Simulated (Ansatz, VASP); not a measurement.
# Te (Te/Al(110)) in two plane-wave programs

Aim: how closely do two programs agree when they are given the same cell, functional and k mesh? The cell is taken from a series of runs on this material, whose earlier steps may have relaxed, scaled, displaced or heated it; both programs get it as it stands.

Main program and level: Ansatz 0.2.0; plane waves, with VASP 6.6.1 beside it; PBE.

## Step 1: The starting structure

The cell holds 1 atom: 1 Te. Its edges and angles: a = 8.100 Å, b = 5.728 Å, c = 24.750 Å, α = 90.0°, β = 90.0°, γ = 90.0°. Vacuum lies along c.

## Step 2: Ansatz: single point, PBE

Ansatz runs on its default PAW (the set named soft_2) files.

With cell and atoms fixed, the geometry can't cause a difference; cores, projectors, grids and the points listed under the comparison can.

Contents of input.yaml:

```yaml
crystal:
  lattice:
    - [8.1, 0.0, 0.0]
    - [0.0, 5.7275649276, 0.0]
    - [0.0, 0.0, 24.7502621437]
  atoms:
    - { symbol: Te, position: [0.25, 0.25, 0.6684140645], spin: 1.0 }
magnetization:
  spin_polarized: true
kpoints:
  mp_grid: { grid: [4, 5, 1] }
hamiltonian:
  xc: pbe
scf:
  occupations: { method: fermi_dirac, width: 0.1 }
  convergence: { dr2_threshold: 1.0e-08 }
efield:
  axis: 3
  dipole_correction: true
  ramp_position: 0.97
  ramp_width: 0.06
output:
  write_potential: true
  write_density: true
  volumetric_format: npy
```

Command:

```
ansatz run input.yaml --threads 4 --pin off --max-ram 6144MiB --backend cpu --events-out ev --progress --plain --runs-dir out
```

Numbers of over 12 decimals in the logs are rounded to 6 here.

The log of the run:

```text
Engine: ansatz 0.2.0, x86_64-unknown-linux-gnu
Pseudopotentials: kind: paw
Pseudopotential: Te, paw, valence charge 16, recommended cutoff 420 eV (normal), Te.paw.azcp
Functional definition: PBE
  parameter kappa = 0.804
  parameter beta = 0.066725
  exchange = pbe_x(kappa = kappa, mu = beta*pi^2/3)
  correlation = pbe_c(beta = beta)
Crystal: 1 atoms, lattice volume = 1148.246 Å³
Basis set: ecut = 420 eV, 22555 PW (Γ)
Bands: 13, of which v1, the nominal top of the filled ones, is band 8 counted from 1 (7 counted from 0)
Symmetry: 4 space group operations
k-points: 9 of 20
Non-local potential: Te, projectors of the file, l = 0: 2, l = 1: 2, l = 2: 2, l = 3: 2
PAW form: soft (Blöchl's): semilocal exchange-correlation on the pseudo side does not see the compensation charge
PAW one-centre angular grid: Te, 590 points (default); XC on 64 Gauss nodes
Initial density: superposition of atomic densities (neutral atoms: chi_scale 0, normalization atom)
Starting moments: Σ|m| = 1 μB on 1 of 1 site
Initial wavefunctions: pseudopotential atomic-orbital guess
Functional: x = pbe(κ = 0.804, μ = 0.219515), c = pbe(β = 0.066725)
iter 1 solved again at ethr=9.87e-7 eV; its pass at ethr=3.10e-3 eV (dr2=1.58e-4 eV) is discarded
SCF iter   1: F=—  HF=-6977.231980 eV  |F-HF|=—  |Δ(HF+E_count)|=         —  Δρ=7.46e-3 (↑7.45e-3 ↓7.46e-3)  dr2=1.12e-4  dr2_m=5.85e-1  M=1.498 μB ∫|m|=1.498 μB  β_m=1.00  ethr=9.87e-7  p=-0.000 e·Å  D=-8.42e-8 V/Å  ΔV_dip=0.00 eV  dr2_dipole=1.65e-12  V_vac-E_F(+/−)=5.84/5.84 eV  ⟨swp⟩=4.1  Hψ=2326  notcnv=0
efield: sawtooth ramp at fractional position 0.9700 (set: `efield.ramp_position`, or a place that a band, a saddle search or an elastic batch's reference lends), width 0.0600; the density the first Hamiltonian is built on has a dipole p = -0.000 e·Å; the dipole correction subtracts the counter field D = -8.42e-8 V/Å, which shifts the + side's vacuum level by +0.00 eV against the − side's; the planar-averaged density in the ramp window peaks in size at 7.9e-7 e/Å³
preconditioner: auto → none  [metal: Δε(μ)=0.093 eV  Ē_g=4.844 eV  σ=0.100 eV  W_gap=0.22  n_scr=42 (ndim 8)  ℏωp=2.2 eV  f_vac=0.880  D(μ)=8.97/eV (n_scr^D=28)  sad-step TF]
SCF iter   2: F=—  HF=-6977.487197 eV  |F-HF|=—  |Δ(HF+E_count)|=   2.55e-1  Δρ=1.45e-3 (↑1.45e-3 ↓1.43e-3)  dr2=3.99e-3  dr2_m=2.14e-2  M=1.999 μB ∫|m|=1.999 μB  β_m=1.00  ethr=6.99e-7  p=-0.000 e·Å  D=-3.35e-7 V/Å  ΔV_dip=0.00 eV  dr2_dipole=2.65e-14  V_vac-E_F(+/−)=5.52/5.52 eV  ⟨swp⟩=4.8  Hψ=688  notcnv=0  κ⁻¹=1.0e0(r=1)
SCF iter   3: F=—  HF=-6977.605043 eV  |F-HF|=—  |Δ(HF+E_count)|=   1.18e-1  Δρ=5.89e-4 (↑2.80e-4 ↓5.89e-4)  dr2=1.25e-2  dr2_m=4.92e-4  M=2.000 μB ∫|m|=2.000 μB  β_m=1.00  ethr=6.99e-7  p=-0.000 e·Å  D=-3.00e-7 V/Å  ΔV_dip=0.00 eV  dr2_dipole=1.22e-13  V_vac-E_F(+/−)=5.33/5.33 eV  ⟨swp⟩=4.0  Hψ=592  notcnv=0  κ⁻¹=4.1e-3(r=2)
SCF iter   4: F=—  HF=-6977.641066 eV  |F-HF|=—  |Δ(HF+E_count)|=   3.60e-2  Δρ=9.02e-4 (↑4.41e-4 ↓9.02e-4)  dr2=3.26e-2  dr2_m=6.25e-4  M=2.000 μB ∫|m|=2.000 μB  β_m=1.00  ethr=6.99e-7  p=-0.000 e·Å  D=-3.89e-7 V/Å  ΔV_dip=0.00 eV  dr2_dipole=1.13e-13  V_vac-E_F(+/−)=5.32/5.32 eV  ⟨swp⟩=3.1  Hψ=444  notcnv=0  κ⁻¹=6.1e-4(r=3)
SCF iter   5: F=—  HF=-6977.664739 eV  |F-HF|=—  |Δ(HF+E_count)|=   2.37e-2  Δρ=1.27e-3 (↑7.00e-4 ↓1.27e-3)  dr2=6.94e-2  dr2_m=9.30e-4  M=2.000 μB ∫|m|=2.000 μB  β_m=1.00  ethr=6.99e-7  p=-0.000 e·Å  D=-4.27e-7 V/Å  ΔV_dip=0.00 eV  dr2_dipole=6.59e-14  V_vac-E_F(+/−)=5.33/5.33 eV  ⟨swp⟩=3.1  Hψ=461  notcnv=0  κ⁻¹=1.5e-5(r=4)
SCF iter   6: F=—  HF=-6977.681920 eV  |F-HF|=—  |Δ(HF+E_count)|=   1.72e-2  Δρ=1.58e-3 (↑1.00e-3 ↓1.58e-3)  dr2=1.19e-1  dr2_m=1.00e-3  M=2.000 μB ∫|m|=2.000 μB  β_m=1.00  ethr=6.99e-7  p=-0.000 e·Å  D=-3.38e-7 V/Å  ΔV_dip=0.00 eV  dr2_dipole=5.83e-14  V_vac-E_F(+/−)=5.34/5.34 eV  ⟨swp⟩=3.0  Hψ=463  notcnv=0  κ⁻¹=1.5e-6(r=5)
SCF iter   7: F=—  HF=-6977.703180 eV  |F-HF|=—  |Δ(HF+E_count)|=   2.13e-2  Δρ=1.97e-3 (↑1.41e-3 ↓1.97e-3)  dr2=2.02e-1  dr2_m=9.49e-4  M=2.000 μB ∫|m|=2.001 μB  β_m=1.00  ethr=6.99e-7  p=-0.000 e·Å  D=-1.02e-6 V/Å  ΔV_dip=0.00 eV  dr2_dipole=1.15e-12  V_vac-E_F(+/−)=5.34/5.34 eV  ⟨swp⟩=3.0  Hψ=466  notcnv=0  κ⁻¹=1.4e-7(r=6)
SCF iter   8: F=—  HF=-6977.713054 eV  |F-HF|=—  |Δ(HF+E_count)|=   9.87e-3  Δρ=2.04e-3 (↑1.71e-3 ↓2.04e-3)  dr2=2.47e-1  dr2_m=4.07e-4  M=2.000 μB ∫|m|=2.001 μB  β_m=1.00  ethr=6.99e-7  p=-0.000 e·Å  D=-9.97e-7 V/Å  ΔV_dip=0.00 eV  dr2_dipole=1.18e-12  V_vac-E_F(+/−)=5.35/5.35 eV  ⟨swp⟩=3.0  Hψ=514  notcnv=0  κ⁻¹=8.1e-8(r=7)
SCF iter   9: F=—  HF=-6977.723849 eV  |F-HF|=—  |Δ(HF+E_count)|=   1.08e-2  Δρ=2.11e-3 (↑1.97e-3 ↓2.11e-3)  dr2=2.91e-1  dr2_m=1.77e-4  M=2.000 μB ∫|m|=2.002 μB  β_m=1.00  ethr=6.99e-7  p=-0.000 e·Å  D=-6.84e-7 V/Å  ΔV_dip=0.00 eV  dr2_dipole=6.05e-13  V_vac-E_F(+/−)=5.35/5.35 eV  ⟨swp⟩=3.0  Hψ=450  notcnv=0  κ⁻¹=7.6e-8(r=8)
[...]
spin-set hold released at iteration 21 (site moments' squared step at or under half its running peak, from the soft ceiling on): the magnetisation degrees of freedom join the quasi-Newton model from the next iteration; the mixer history was flushed
[...]
density mixer auto → broyden: no gap read (density of states about μ 1.50 of a free-electron gas's, 42 screened modes)
[...]
SCF iter  24: F=—  HF=-6977.661449 eV  |F-HF|=—  |Δ(HF+E_count)|=   2.63e-3  Δρ=7.67e-4 (↑6.13e-5 ↓7.67e-4)  dr2=9.90e-3  dr2_m=1.50e-3  M=2.000 μB ∫|m|=2.000 μB  β_m=1.20  ethr=6.99e-7  p=-0.000 e·Å  D=-1.78e-7 V/Å  ΔV_dip=0.00 eV  dr2_dipole=4.80e-14  V_vac-E_F(+/−)=5.31/5.31 eV  ⟨swp⟩=2.8  Hψ=495  notcnv=0  κ⁻¹=5.3e-4(r=3)
SCF iter  25: F=—  HF=-6977.665737 eV  |F-HF|=—  |Δ(HF+E_count)|=   4.29e-3  Δρ=4.36e-4 (↑3.01e-5 ↓4.36e-4)  dr2=3.29e-3  dr2_m=4.93e-4  M=2.000 μB ∫|m|=2.000 μB  β_m=1.20  ethr=6.99e-7  p=-0.000 e·Å  D=-9.93e-8 V/Å  ΔV_dip=0.00 eV  dr2_dipole=6.65e-14  V_vac-E_F(+/−)=5.29/5.29 eV  ⟨swp⟩=3.9  Hψ=565  notcnv=0  κ⁻¹=5.3e-5(r=4)
SCF iter  26: F=—  HF=-6977.665700 eV  |F-HF|=—  |Δ(HF+E_count)|=   3.73e-5  Δρ=4.27e-4 (↑2.33e-5 ↓4.27e-4)  dr2=3.15e-3  dr2_m=4.57e-4  M=2.000 μB ∫|m|=2.000 μB  β_m=1.20  ethr=6.99e-7  p=-0.000 e·Å  D=-2.36e-8 V/Å  ΔV_dip=0.00 eV  dr2_dipole=4.49e-17  V_vac-E_F(+/−)=5.29/5.29 eV  ⟨swp⟩=3.0  Hψ=410  notcnv=0  κ⁻¹=2.9e-5(r=5)
SCF iter  27: F=—  HF=-6977.666574 eV  |F-HF|=—  |Δ(HF+E_count)|=   8.75e-4  Δρ=2.32e-4 (↑1.96e-5 ↓2.32e-4)  dr2=8.65e-4  dr2_m=1.31e-4  M=2.000 μB ∫|m|=2.000 μB  β_m=1.20  ethr=6.99e-7  p=0.000 e·Å  D=1.18e-7 V/Å  ΔV_dip=-0.00 eV  dr2_dipole=1.55e-13  V_vac-E_F(+/−)=5.29/5.29 eV  ⟨swp⟩=3.0  Hψ=465  notcnv=0  κ⁻¹=1.0e-5(r=6)
SCF iter  28: F=—  HF=-6977.666982 eV  |F-HF|=—  |Δ(HF+E_count)|=   4.08e-4  Δρ=6.07e-5 (↑5.38e-6 ↓6.07e-5)  dr2=5.55e-5  dr2_m=9.55e-6  M=2.000 μB ∫|m|=2.000 μB  β_m=1.20  ethr=6.99e-7  p=0.000 e·Å  D=6.52e-8 V/Å  ΔV_dip=-0.00 eV  dr2_dipole=3.13e-14  V_vac-E_F(+/−)=5.28/5.28 eV  ⟨swp⟩=3.1  Hψ=449  notcnv=0  κ⁻¹=6.8e-6(r=7)
SCF iter  29: F=—  HF=-6977.667046 eV  |F-HF|=—  |Δ(HF+E_count)|=   6.31e-5  Δρ=4.61e-5 (↑2.67e-6 ↓4.61e-5)  dr2=4.03e-5  dr2_m=5.70e-6  M=2.000 μB ∫|m|=2.000 μB  β_m=1.20  ethr=3.47e-7  p=0.000 e·Å  D=6.24e-9 V/Å  ΔV_dip=-0.00 eV  dr2_dipole=3.46e-15  V_vac-E_F(+/−)=5.28/5.28 eV  ⟨swp⟩=2.5  Hψ=485  notcnv=0  κ⁻¹=9.0e-7(r=8)
SCF iter  30: F=—  HF=-6977.667048 eV  |F-HF|=—  |Δ(HF+E_count)|=   2.16e-6  Δρ=2.74e-5 (↑2.43e-6 ↓2.74e-5)  dr2=1.49e-5  dr2_m=2.08e-6  M=2.000 μB ∫|m|=2.000 μB  β_m=1.20  ethr=2.52e-7  p=-0.000 e·Å  D=-2.92e-10 V/Å  ΔV_dip=0.00 eV  dr2_dipole=4.53e-15  V_vac-E_F(+/−)=5.28/5.28 eV  ⟨swp⟩=1.6  Hψ=278  notcnv=0  κ⁻¹=8.5e-7(r=8)
SCF iter  31: F=—  HF=-6977.667044 eV  |F-HF|=—  |Δ(HF+E_count)|=   3.61e-6  Δρ=3.62e-6 (↑8.08e-7 ↓3.62e-6)  dr2=2.00e-7  dr2_m=3.34e-8  M=2.000 μB ∫|m|=2.000 μB  β_m=1.20  ethr=9.28e-8  p=-0.000 e·Å  D=-1.80e-8 V/Å  ΔV_dip=0.00 eV  dr2_dipole=1.80e-15  V_vac-E_F(+/−)=5.27/5.27 eV  ⟨swp⟩=3.2  Hψ=403  notcnv=0  κ⁻¹=3.1e-6(r=8)
SCF iter  32: F=—  HF=-6977.667035 eV  |F-HF|=—  |Δ(HF+E_count)|=   8.66e-6  Δρ=1.09e-6 (↑3.80e-7 ↓1.09e-6)  dr2=2.08e-8  dr2_m=3.68e-9  M=2.000 μB ∫|m|=2.000 μB  β_m=1.20  ethr=1.25e-9  p=-0.000 e·Å  D=-3.17e-8 V/Å  ΔV_dip=0.00 eV  dr2_dipole=1.77e-16  V_vac-E_F(+/−)=5.27/5.27 eV  ⟨swp⟩=2.6  Hψ=449  notcnv=0  κ⁻¹=3.0e-6(r=8)
SCF iter  33: F=-6977.667035 eV  HF=-6977.667035 eV  |F-HF|=5.06e-10  |Δ(HF+E_count)|=   4.26e-9  Δρ=2.85e-7 (↑1.90e-7 ↓2.85e-7)  dr2=1.49e-9  dr2_m=2.17e-10  M=2.000 μB ∫|m|=2.000 μB  ethr=6.25e-11  p=-0.000 e·Å  D=-3.45e-8 V/Å  ΔV_dip=0.00 eV  dr2_dipole=1.31e-17  V_vac-E_F(+/−)=5.27/5.27 eV  ⟨swp⟩=3.4  Hψ=1114  notcnv=0
SCF 1 converged in 33 iterations: F = -6977.667035 eV  dr2 = 1.49e-9
  greatest PAW one-centre occupation: 0.998 electrons in one spin orbital (limit 2), on the Te atom at site 0 (counted from 0), in its partial waves of l = 2
WARN: The output density's exchange-correlation potential varies sharply where the density is thin. Do not read a vacuum level from v_tot or v_xc, or from such a field of the output density. On a cell that repeats whose density bears no net charge and no dipole along the vacuum's axis use v_es (v_loc + v_h of the components); under efield.dipole_correction with no amplitude use v_es + v_field, which holds any externa [...]
this state was not tested for a lower state beside it, because the mixer in use, unlike msr1, does not test its closes by its own steps (another_mixer; see scf.mixing.algorithm and scf.lower_state_search)
SCF converged after 33 iterations
Magnetization: 1.9999 μB (9.0000 up, 7.0000 down)
Absolute magnetization: 2.0045 μB (∫|ρ↑−ρ↓|, with the PAW one-centre terms)
Spin contamination: 0.0016 ħ² per cell (⟨S²⟩ above its minimum at these occupations)
Per-site moments (μB) at R_I (Å): [(1.945806, 2.362620532635)]
Free energy (F): -6977.667035 eV
Harris-Foulkes:  -6977.667035 eV  (|F-HF|=5.06e-10)
Internal energy: -6977.490840 eV  (E = F + TS)
E sigma→0 (E₀):  -6977.578938 eV
Entropy (-TS):   -0.176195 eV (-176.195 meV/atom)
Fermi energy:    -4.880243 eV
Dipole field:    D = -0.000000 V/Å  (p = -0.000000 e·Å, saw-weighted, corrected)
Work function:   Φ+ = 5.2744 eV   Φ− = 5.2744 eV
Levels:          The Fermi level and band energies are counted from a zero that moves with the ramp; work functions are not
--- Per-component energies (eV) ---
  E_band       = -463.851931
  E_kinetic    = 178.813197
  E_local      = -4262.944833  (includes V_loc(G=0)·N_el)
  E_nonlocal   = -310.376190
  E_hartree    = 2205.472473
  E_xc         = -121.736724
  E_vxc        = -100.475870  (∫ρ·V_xc dr)
  E_paw        = -4662.146854  (= ΣΔE_a)
  E_vpaw       = -379.813445  (= ΣTr[D̂ρ^β])
  E_aug_tail   = -0.000187  (compensation charges beyond the density's cutoff)
  E_efield     = 0.000000  (sawtooth field / dipole correction)
  E_vefield    = 0.000002  (∫n·V_field dr)
  E_ewald      = -4.571721
  E_smearing   = -0.176195  (= −TS)
  E_closure    = -0.000000  (closes the sum)
  Σ components = -6977.667035   (vs F -6977.667035, Δ=0.00e0)
--- Band table (eV; the first three rows and the last of 18) ---
  k-point 0 ↑: bands = [... 4 lower, -41.2291, -15.2222, -6.1293, -6.1203, -5.8751, -0.7763, 0.2344, 0.4275, ... 1 higher]
  k-point 1 ↑: bands = [... 4 lower, -41.2291, -15.2184, -6.1178, -6.1091, -5.9713, -0.5228, 0.3745, 0.6143, ... 1 higher]
  k-point 2 ↑: bands = [... 4 lower, -41.2291, -15.2123, -6.1153, -6.0988, -6.0909, 0.0850, 0.7097, 1.0838, ... 1 higher]
  k-point 8 ↓: bands = [... 4 lower, -41.0448, -13.9743, -4.9563, -4.7842, -4.7742, 0.8680, 1.0449, 1.3016, ... 1 higher]
```

[end of part 1 of 2]

[Lines on the potential files, build, host, timing and source positions are cut from VASP's logs without a mark.]

[Logs are printed without paths, hosts, clocks, repeated set-up lines and the standing remarks that a program may print on its own settings, such as how far it seeks lower states.]

[Hosts, paths, dates, database ids (printed as entryN), source tags and the programs' standing remarks are cut or masked in the printed files.]
